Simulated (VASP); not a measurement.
Level of theory: r2SCAN meta-GGA, VASP's PBE PAW potentials (set 64) (plane waves; VASP).

VASP ran on this input.

KPOINTS:
```
Automatic mesh
0
Gamma
8 8 4
0 0 0
```

File POSCAR:
```
SiC
1.0
  3.0770015652   0.0000000000   0.0000000000
 -1.5385007826   2.6647612800   0.0000000000
  0.0000000000   0.0000000000   5.0518812388
Si C
2 2
Direct
  0.3333330000   0.6666670000   0.9996388467
  0.6666670000   0.3333330000   0.4996388467
  0.3333330000   0.6666670000   0.3753611533
  0.6666670000   0.3333330000   0.8753611533
```

INCAR:
```
! general
SYSTEM  = SiC
PREC    = Accurate
ENCUT   = 530
LREAL   = .FALSE.
LASPH   = .TRUE.

! electronic loop
EDIFF   = 1E-6   ! SCF stop (eV)
NELM    = 100   ! most electronic steps
ALGO    = Normal   ! blocked Davidson
LMIXTAU = .TRUE.

! smearing
ISMEAR  = 0   ! Gaussian
SIGMA   = 0.05   ! width (eV)

! functional
METAGGA = R2SCAN

! ions
IBRION  = 2   ! conjugate gradients
NSW     = 60   ! most ionic steps
ISIF    = 3
EDIFFG  = -0.02

! output
LWAVE   = .FALSE.
LCHARG  = .FALSE.
```

POTCAR, in this order: Si C (PBE.64 set). Program: vasp_std.

Question: What will the output report for the number of irreducible k-points (NKPTS), largest plane-wave count, number of space-group operations, FFT grid (NGX, NGY, NGZ)?

Answer: 
| Quantity | Value |
|---|---|
| number of irreducible k-points (NKPTS) | 30 |
| largest plane-wave count | 1170 |
| number of space-group operations | 12 |
| FFT grid (NGX, NGY, NGZ) | 24 × 24 × 40 |

The compound is SiC in the wurtzite structure, the rare 2H polytype. This run relaxes it. Symmetry was kept, so distortions that lower it aren't found. The start is the result of an earlier pass.
